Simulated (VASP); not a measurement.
Output of a VASP run:

**OUTCAR**
```
 ion  position               nearest neighbor table
   1  0.333  0.667  0.250-   2 3.51   2 3.51   2 3.51   2 3.51   2 3.51   2 3.51
   2  0.667  0.333  0.750-   1 3.51   1 3.51   1 3.51   1 3.51   1 3.51   1 3.51
  LATTYP: Found a hexagonal cell.
 ALAT       =     3.5833578030
 C/A-ratio  =     1.5822214132
 Subroutine PRICEL returns:
 Original cell was already a primitive cell.
 Subroutine GETGRP returns: Found 24 space group operations
The static configuration has the point symmetry D_3d.
 The point group associated with its full space group is D_6h.
The dynamic configuration has the point symmetry D_3d.
 Subroutine INISYM returns: Found 24 space group operations
 Subroutine IBZKPT returns following result:
 Found     76 irreducible k-points:

 Following reciprocal coordinates:
            Coordinates               Weight
  0.000000  0.000000  0.000000      1.000000
  0.083333  0.000000  0.000000      6.000000
  0.166667  0.000000  0.000000      6.000000
  0.250000  0.000000  0.000000      6.000000
  0.333333  0.000000  0.000000      6.000000
  0.416667  0.000000  0.000000      6.000000
  0.500000  0.000000  0.000000      3.000000
  0.083333  0.083333  0.000000      6.000000
  0.166667  0.083333  0.000000     12.000000
  0.250000  0.083333  0.000000     12.000000
  0.333333  0.083333  0.000000     12.000000
  0.416667  0.083333  0.000000     12.000000
  0.166667  0.166667  0.000000      6.000000
  0.250000  0.166667  0.000000     12.000000
  0.333333  0.166667  0.000000     12.000000
  0.416667  0.166667  0.000000      6.000000
  0.250000  0.250000  0.000000      6.000000
  0.333333  0.250000  0.000000     12.000000
  0.333333  0.333333  0.000000      2.000000
  0.000000  0.000000  0.142857      2.000000
  0.083333  0.000000  0.142857     12.000000
  0.166667  0.000000  0.142857     12.000000
  0.250000  0.000000  0.142857     12.000000
  0.333333  0.000000  0.142857     12.000000
  0.416667  0.000000  0.142857     12.000000
  0.500000  0.000000  0.142857      6.000000
  0.083333  0.083333  0.142857     12.000000
  0.166667  0.083333  0.142857     24.000000
  0.250000  0.083333  0.142857     24.000000
  0.333333  0.083333  0.142857     24.000000
  0.416667  0.083333  0.142857     24.000000
  0.166667  0.166667  0.142857     12.000000
  0.250000  0.166667  0.142857     24.000000
  0.333333  0.166667  0.142857     24.000000
  0.416667  0.166667  0.142857     12.000000
  0.250000  0.250000  0.142857     12.000000
  0.333333  0.250000  0.142857     24.000000
  0.333333  0.333333  0.142857      4.000000
  0.000000  0.000000  0.285714      2.000000
  0.083333  0.000000  0.285714     12.000000
   k-points           NKPTS =     76   k-points in BZ     NKDIM =     76   number of bands    NBANDS=     17
   number of dos      NEDOS =    301   number of ions     NIONS =      2
   total plane-waves  NPLWV =  32928
   dimension x,y,z NGX =    28 NGY =   28 NGZ =   42
   dimension x,y,z NGXF=    56 NGYF=   56 NGZF=   84
   ions per type =               2
   PREC   = accura    normal or accurate (medium, high low for compatibility)
   ISTART =      0    job   : 0-new  1-cont  2-samecut
   ICHARG =      2    charge: 1-file 2-atom 10-const
   ISPIN  =      1    spin polarized calculation?
   LNONCOLLINEAR =      F non collinear calculations
   LSORBIT =      F    spin-orbit coupling
   INIWAV =      1    electr: 0-lowe 1-rand  2-diag
   ENCUT  =  520.0 eV  38.22 Ry    6.18 a.u.   6.66  6.66 10.54*2*pi/ulx,y,z
   NELM   =    100;   NELMIN=  2; NELMDL= -5     # of ELM steps
   EDIFF  = 0.1E-06   stopping-criterion for ELM
   LREAL  =      F    real-space projection
   NLSPLINE    = F    spline interpolate recip. space projectors
   LMAXMIX     =    4 max onsite mixed and CHGCAR
   VOSKOWN=      0    Vosko Wilk Nusair interpolation
   EDIFFG = -.1E-01   stopping-criterion for IOM
   NSW    =     30    number of steps for IOM
...
```

File OSZICAR:
```
...
DAV:   1     0.127798280265E+03    0.12780E+03   -0.14398E+04  2600   0.143E+03
DAV:   2    -0.152580920363E+01   -0.12932E+03   -0.12774E+03  2765   0.294E+02
DAV:   3    -0.366223480912E+01   -0.21364E+01   -0.20974E+01  3033   0.334E+01
DAV:   4    -0.367646172545E+01   -0.14227E-01   -0.14224E-01  2870   0.265E+00
DAV:   5    -0.367662702143E+01   -0.16530E-03   -0.16529E-03  2979   0.303E-01    0.237E+00
DAV:   6    -0.365433752900E+01    0.22289E-01   -0.46423E-02  2704   0.179E+00    0.168E+00
DAV:   7    -0.365145033513E+01    0.28872E-02   -0.26051E-02  2673   0.135E+00    0.502E-01
DAV:   8    -0.365124929090E+01    0.20104E-03   -0.24880E-03  2681   0.395E-01    0.298E-02
DAV:   9    -0.365127223593E+01   -0.22945E-04   -0.29562E-05  3005   0.507E-02    0.142E-02
DAV:  10    -0.365128140800E+01   -0.91721E-05   -0.10638E-05  2710   0.281E-02    0.169E-03
DAV:  11    -0.365128176658E+01   -0.35858E-06   -0.34335E-07  2400   0.416E-03    0.760E-04
DAV:  12    -0.365128182035E+01   -0.53769E-07   -0.40971E-08  1440   0.169E-03
   1 F= -.36512818E+01 E0= -.36513841E+01  d E =-.365128E+01
       N       E                     dE             d eps       ncg     rms          rms(c)
DAV:   1    -0.367276832974E+01   -0.21487E-01   -0.82335E-01  2642   0.705E+00    0.595E-01
DAV:   2    -0.366108894905E+01    0.11679E-01   -0.70562E-03  2637   0.937E-01    0.363E-01
DAV:   3    -0.365484156708E+01    0.62474E-02   -0.11362E-02  2675   0.111E+00    0.398E-02
DAV:   4    -0.365487141826E+01   -0.29851E-04   -0.61267E-04  2653   0.237E-01    0.222E-02
DAV:   5    -0.365487402472E+01   -0.26065E-05   -0.58428E-06  3148   0.226E-02    0.387E-03
DAV:   6    -0.365487353663E+01    0.48808E-06   -0.96517E-07  2697   0.105E-02    0.623E-04
DAV:   7    -0.365487352353E+01    0.13109E-07   -0.46970E-08  1367   0.200E-03
   2 F= -.36548735E+01 E0= -.36550181E+01  d E =-.359170E-02
       N       E                     dE             d eps       ncg     rms          rms(c)
DAV:   1    -0.369197990124E+01   -0.37106E-01   -0.16028E+00  2633   0.985E+00    0.828E-01
DAV:   2    -0.366970679964E+01    0.22273E-01   -0.13388E-02  2646   0.128E+00    0.507E-01
DAV:   3    -0.365754714121E+01    0.12160E-01   -0.22006E-02  2660   0.156E+00    0.565E-02
DAV:   4    -0.365760208796E+01   -0.54947E-04   -0.11901E-03  2654   0.331E-01    0.327E-02
DAV:   5    -0.365760861236E+01   -0.65244E-05   -0.11167E-05  3087   0.305E-02    0.842E-03
DAV:   6    -0.365760745034E+01    0.11620E-05   -0.27697E-06  2701   0.176E-02    0.147E-03
DAV:   7    -0.365760743712E+01    0.13215E-07   -0.13016E-07  1624   0.355E-03
   3 F= -.36576074E+01 E0= -.36577386E+01  d E =-.632562E-02
       N       E                     dE             d eps       ncg     rms          rms(c)
DAV:   1    -0.366356353781E+01   -0.59561E-02   -0.26710E-01  2631   0.402E+00    0.338E-01
DAV:   2    -0.365986889716E+01    0.36946E-02   -0.22221E-03  2638   0.540E-01    0.207E-01
DAV:   3    -0.365783770915E+01    0.20312E-02   -0.37219E-03  2683   0.654E-01    0.240E-02
DAV:   4    -0.365784558792E+01   -0.78788E-05   -0.20768E-04  2663   0.140E-01    0.137E-02
DAV:   5    -0.365784701436E+01   -0.14264E-05   -0.20130E-06  3069   0.134E-02    0.397E-03
DAV:   6    -0.365784650425E+01    0.51010E-06   -0.89625E-07  2671   0.105E-02    0.812E-04
DAV:   7    -0.365784649086E+01    0.13396E-07   -0.51429E-08  1347   0.215E-03
   4 F= -.36578465E+01 E0= -.36579989E+01  d E =-.656467E-02
```

OUTCAR:
```
------------------------ aborting loop because EDIFF is reached ----------------------------------------
  FORCE on cell =-STRESS in cart. coord.  units (eV):
  Direction    XX          YY          ZZ          XY          YZ          ZX
  --------------------------------------------------------------------------------------
  Total        0.6203578      0.6203579      0.6245794     -0.0000000      0.0000000      0.0000000
  in kB       15.7646534     15.7646548     15.8719329     -0.0000000      0.0000000      0.0000000
  external PRESSURE =      15.8004137 kB  Pullay stress =       0.0000000 kB
  volume of cell :       63.05
      direct lattice vectors                 reciprocal lattice vectors
     1.813250284 -3.140641751 -0.000000000     0.275747923 -0.159203131  0.000000000
     1.813250284  3.140641751 -0.000000000     0.275747923  0.159203131 -0.000000000
     0.000000000  0.000000000  5.535568854     0.000000000  0.000000000  0.180649907
 POSITION                                       TOTAL-FORCE (eV/Angst)
 -----------------------------------------------------------------------------------
      1.81325      1.04688      1.38389        -0.000000     -0.000000     -0.000000
      1.81325     -1.04688      4.15168         0.000000      0.000000      0.000000
 -----------------------------------------------------------------------------------
    total drift:                               -0.000024      0.000480      0.000011
  FREE ENERGIE OF THE ION-ELECTRON SYSTEM (eV)
  ---------------------------------------------------
  free  energy   TOTEN  =        -3.6578464909 eV

  energy  without entropy=       -3.6583038327  energy(sigma->0) =       -3.65799894

 reached required accuracy - stopping structural energy minimisation
```
(Selected blocks of OUTCAR.)

**POSCAR**
```
Tl
1
    1.7916788504    -3.1032789177     0.0000000000
    1.7916788504     3.1032789177     0.0000000000
    0.0000000000     0.0000000000     5.6696654470
Tl
2
Direct
  0.3333330000   0.6666670000   0.2500000000
  0.6666670000   0.3333330000   0.7500000000
```

**Question.** Reconstruct the remaining input files.

**Answer.** This is not unique; one that fits is the input of the run itself, RPBE GGA, plane waves, VASP's PBE PAW potentials (set 64).

### INCAR
```
ALGO=Normal
EDIFF=1E-7
EDIFFG=-0.01
ENCUT=520
GGA=RP
IBRION=2
ISIF=4
ISMEAR=1
LASPH=T
LCHARG=F
LMAXMIX=4
LREAL=F
LWAVE=F
NELM=100
NSW=30
PREC=Accurate
SIGMA=0.1
SYSTEM=Tl
```

**KPOINTS**
```
Automatic mesh
0
Gamma
12 12 7
0 0 0
```

POTCAR, in this order: Tl_d (PBE.64 set). Program: vasp_std.

The compound is Tl in the hcp structure. This cell is one point of a volume scan, at 0.94 of the reference volume. Symmetry was kept, so distortions that lower it aren't found.
